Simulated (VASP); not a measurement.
Output of a VASP run:

### OSZICAR
```
       N       E                     dE             d eps       ncg     rms          rms(c)
DAV:   1     0.467011973679E+04    0.46701E+04   -0.24085E+05  1392   0.125E+03
DAV:   2     0.239253729813E+03   -0.44309E+04   -0.42359E+04  1552   0.345E+02
DAV:   3    -0.146506105335E+03   -0.38576E+03   -0.38106E+03  1552   0.102E+02
DAV:   4    -0.155677194744E+03   -0.91711E+01   -0.91359E+01  1512   0.145E+01
DAV:   5    -0.155942112839E+03   -0.26492E+00   -0.26481E+00  1632   0.225E+00    0.317E+01
RMM:   6    -0.148451826975E+03    0.74903E+01   -0.17495E+01  1376   0.628E+00    0.241E+01
RMM:   7    -0.148077136131E+03    0.37469E+00   -0.89843E+00  1376   0.299E+00    0.685E+00
RMM:   8    -0.148043227249E+03    0.33909E-01   -0.55370E-01  1376   0.126E+00    0.316E+00
RMM:   9    -0.148020757433E+03    0.22470E-01   -0.59930E-02  1376   0.343E-01    0.186E+00
RMM:  10    -0.148017920895E+03    0.28365E-02   -0.68787E-02  1378   0.283E-01    0.537E-01
RMM:  11    -0.148017812707E+03    0.10819E-03   -0.57333E-03  1387   0.102E-01    0.156E-01
RMM:  12    -0.148018178277E+03   -0.36557E-03   -0.11844E-03  1395   0.478E-02    0.988E-02
RMM:  13    -0.148018474535E+03   -0.29626E-03   -0.48505E-04  1400   0.324E-02    0.384E-02
RMM:  14    -0.148018496653E+03   -0.22118E-04   -0.10189E-04  1081   0.134E-02    0.281E-02
RMM:  15    -0.148018493914E+03    0.27391E-05   -0.22645E-05   897   0.641E-03
   1 F= -.14801849E+03 E0= -.14801849E+03  d E =-.148018E+03  mag=     1.0000
       N       E                     dE             d eps       ncg     rms          rms(c)
DAV:   1    -0.148020706177E+03   -0.22095E-02   -0.58549E-01  1456   0.119E+00    0.171E-01
RMM:   2    -0.148021137941E+03   -0.43176E-03   -0.51368E-03  1376   0.119E-01    0.471E-02
RMM:   3    -0.148021198760E+03   -0.60820E-04   -0.68952E-04  1375   0.453E-02    0.364E-02
RMM:   4    -0.148021200849E+03   -0.20881E-05   -0.10333E-04  1276   0.174E-02    0.249E-02
RMM:   5    -0.148021200965E+03   -0.11641E-06   -0.28144E-05   907   0.862E-03
   2 F= -.14802120E+03 E0= -.14802120E+03  d E =-.270705E-02  mag=     1.0000
       N       E                     dE             d eps       ncg     rms          rms(c)
DAV:   1    -0.148022554265E+03   -0.13534E-02   -0.10977E+00  1440   0.162E+00    0.231E-01
RMM:   2    -0.148023363701E+03   -0.80944E-03   -0.96404E-03  1376   0.163E-01    0.630E-02
RMM:   3    -0.148023482908E+03   -0.11921E-03   -0.13081E-03  1376   0.625E-02    0.505E-02
RMM:   4    -0.148023489065E+03   -0.61571E-05   -0.19493E-04  1344   0.240E-02    0.348E-02
RMM:   5    -0.148023490722E+03   -0.16565E-05   -0.53550E-05  1072   0.120E-02
   3 F= -.14802349E+03 E0= -.14802349E+03  d E =-.499681E-02  mag=     1.0000
```

### OUTCAR
```
------------------------ aborting loop because EDIFF is reached ----------------------------------------
  FORCE on cell =-STRESS in cart. coord.  units (eV):
  Direction    XX          YY          ZZ          XY          YZ          ZX
  --------------------------------------------------------------------------------------
  Total       23.4670999     23.4638506     23.4640982     -0.0093096     -0.0077390      0.0231474
  in kB       16.1634270     16.1611890     16.1613595     -0.0064122     -0.0053304      0.0159432
  external PRESSURE =      16.1619918 kB  Pullay stress =       0.0000000 kB
  volume of cell :     2326.14
      direct lattice vectors                 reciprocal lattice vectors
    13.249887362  0.000000000  0.000000000     0.075472340  0.000000000  0.000000000
     0.000000000 13.249887362  0.000000000     0.000000000  0.075472340  0.000000000
     0.000000000  0.000000000 13.249887362     0.000000000  0.000000000  0.075472340
  FREE ENERGIE OF THE ION-ELECTRON SYSTEM (eV)
  ---------------------------------------------------
  free  energy   TOTEN  =      -148.0234907219 eV

  energy  without entropy=     -148.0234907219  energy(sigma->0) =     -148.02349072

 total charge

# of ion       s       p       d       tot
------------------------------------------
    1        0.480   0.281   9.528  10.290
    2        0.470   0.284   9.530  10.284
    3        0.470   0.284   9.530  10.284
    4        0.478   0.282   9.528  10.289
    5        0.470   0.284   9.530  10.284
    6        0.480   0.282   9.528  10.290
    7        0.470   0.284   9.530  10.284
    8        0.470   0.284   9.530  10.284
    9        0.471   0.288   9.529  10.288
   10        0.471   0.288   9.529  10.289
   11        0.480   0.281   9.528  10.290
   12        0.471   0.289   9.529  10.289
   13        0.470   0.284   9.530  10.284
   14        0.481   0.281   9.528  10.290
   15        0.470   0.285   9.530  10.284
   16        0.470   0.284   9.530  10.284
   17        0.471   0.288   9.529  10.288
   18        0.471   0.288   9.529  10.289
   19        0.480   0.281   9.528  10.289
   20        0.471   0.288   9.529  10.288
   21        0.471   0.288   9.529  10.289
   22        0.470   0.284   9.530  10.284
   23        0.471   0.289   9.529  10.289
   24        0.471   0.289   9.529  10.289
   25        0.470   0.284   9.530  10.284
   26        0.480   0.282   9.528  10.290
   27        0.471   0.289   9.529  10.289
   28        0.470   0.285   9.530  10.284
   29        0.471   0.289   9.529  10.289
   30        0.471   0.289   9.529  10.289
   31        0.470   0.284   9.530  10.284
   32        1.360   2.043   0.017   3.420
   33        1.360   2.043   0.017   3.421
   34        1.360   2.043   0.017   3.420
   35        1.360   2.043   0.017   3.421
   36        1.360   2.044   0.017   3.422
   37        1.360   2.044   0.017   3.422
   38        1.360   2.044   0.017   3.421
   39        1.360   2.044   0.017   3.422
   40        1.368   2.033   0.018   3.419
   41        1.360   2.044   0.017   3.422
   42        1.360   2.044   0.017   3.422
   43        1.360   2.044   0.017   3.422
   44        1.360   2.044   0.017   3.421
   45        1.360   2.043   0.017   3.421
   46        1.360   2.043   0.017   3.421
   47        1.360   2.044   0.017   3.422
   48        1.368   2.033   0.018   3.419
...
```
(Selected blocks of OUTCAR.)

### POSCAR
```
Cd31InTe32
1
   13.2498873623     0.0000000000     0.0000000000
    0.0000000000    13.2498873623    -0.0000000000
   -0.0000000000    -0.0000000000    13.2498873623
Cd Te In
31 32 1
Direct
  0.4999878561   0.0001714369   0.9999704130
  0.7500981944   0.2498469573   0.9999814256
  0.7500994581   0.9999378378   0.2499311300
  0.9999764245   0.0000054816   0.9999841233
  0.2499605158   0.2499293016   0.0001024364
  0.4999705342   0.4999511735   0.9999846534
  0.7500933322   0.7501184369   0.0000617603
  0.2499512391   0.0001932496   0.2499737647
  0.4996626290   0.2498103166   0.2498065814
  0.7510931839   0.5012654879   0.2490180542
  0.4999740420   0.9999967081   0.4999958691
  0.7509676765   0.2491303550   0.5012180802
  0.7500853683   0.0001524388   0.7500932917
  0.9999926536   0.4998912805   0.0000055499
  0.2498471598   0.7501462735   0.9999874806
  0.0000985276   0.2499420598   0.2499525650
  0.2492849747   0.4992127866   0.2492779784
  0.5012678303   0.7511524428   0.2489613557
  0.9999563454   0.0001260225   0.5001107335
  0.2492375003   0.2493154181   0.4992120804
  0.7503982738   0.7503482269   0.4994735643
  0.2498889634   0.9999676374   0.7501171857
  0.5012359253   0.2490326918   0.7510970525
  0.7513055922   0.4984132582   0.7513874486
  0.9999088636   0.7501256487   0.2499292901
  0.9999619050   0.4999564639   0.4999873998
  0.2490876714   0.7510252566   0.5011516683
  0.9999631891   0.2498789457   0.7501026433
  0.2483465941   0.5017670451   0.7516913952
  0.4988025528   0.7510139786   0.7511435448
  0.0000507035   0.7501642044   0.7501046268
  0.6251572745   0.1255461145   0.1256094430
  0.8746008320   0.3747933119   0.1254371705
  0.8745989914   0.1254118401   0.3748288232
  0.1250199414   0.1250310915   0.1250402754
  0.3750427124   0.3750297762   0.1254421425
  0.6250126379   0.6250859842   0.1251380663
  0.8749770474   0.8749203910   0.1250643153
  0.3750283807   0.1254632177   0.3749927219
  0.6292989729   0.3713736415   0.3711360713
  0.8747776170   0.6252001046   0.3751424353
  0.6250716031   0.1252512610   0.6250924243
  0.8749663854   0.3749401867   0.6250814955
  0.8749745223   0.1250841046   0.8750139293
  0.1255438128   0.6252211963   0.1256109910
  0.3748160861   0.8745898213   0.1254651640
  0.1253663817   0.3750548468   0.3749812801
  0.3705585073   0.6298372121   0.3706128249
  0.6251281864   0.8746548972   0.3751300160
  0.1253936687   0.1253873917   0.6251983274
  0.3701913638   0.3706946802   0.6299714691
  0.6294106252   0.6293375158   0.6298585336
  0.8744049944   0.8744154721   0.6251427370
  0.3747882984   0.1253172195   0.8747441348
  0.6250273634   0.3749194688   0.8750049965
  0.8746791875   0.6252254262   0.8747155152
  0.1254642124   0.8745848034   0.3748392294
  0.1250842313   0.6252240395   0.6249479372
  0.3749601662   0.8747507636   0.6250626343
  0.1251592324   0.3747710954   0.8748903113
  0.3750283976   0.6252111215   0.8751413171
  0.6251444134   0.8745939426   0.8746736883
  0.1250645179   0.8749114944   0.8750234278
  0.4995707542   0.4995847433   0.5011230049
```

Question: Reconstruct the remaining input files.

Answer: Several could match; the one computed here: the input of the run itself, PBE GGA, plane waves, VASP's PBE PAW potentials (set 64).

KPOINTS:
```
kpoints
0
G
1 1 1
```

**INCAR**
```
ISMEAR  =  0
SYSTEM  =  Cd31InTe32
EDIFFG  =  -0.03   ! ionic stop
SIGMA  =  0.05   ! width (eV)
GGA  =  PE   ! PBE
LMAXMIX  =  4   ! l cut-off of mixed one-centre charges
MAGMOM  =  64*0.0156
IBRION  =  2
ENCUT  =  400
LREAL  =  Auto
NSW  =  120   ! most ionic steps
NUPDOWN  =  1
ISIF  =  2   ! forces and stress, cell fixed
LASPH  =  .TRUE.   ! aspherical one-centre terms
ISPIN  =  2
EDIFF  =  1E-5   ! SCF stop (eV)
ALGO  =  Fast
LORBIT  =  10
NELMIN  =  4
LWAVE  =  .FALSE.
ISYM  =  0
LCHARG  =  .FALSE.
NELM  =  100   ! most electronic steps
PREC  =  Normal
NELECT  =  569.0
```

POTCAR, in this order: Cd Te In (PBE.64 set). Program: vasp_gam.

The cell is charged, with a uniform compensating background. The supercell is sampled at Γ alone, which is coarse: total energies, pressure and levels can be off, energies of defects by several tenths of an eV.

The cell is a supercell with a defect, built from CdTe (zinc blende): In_Cd, charge -2.
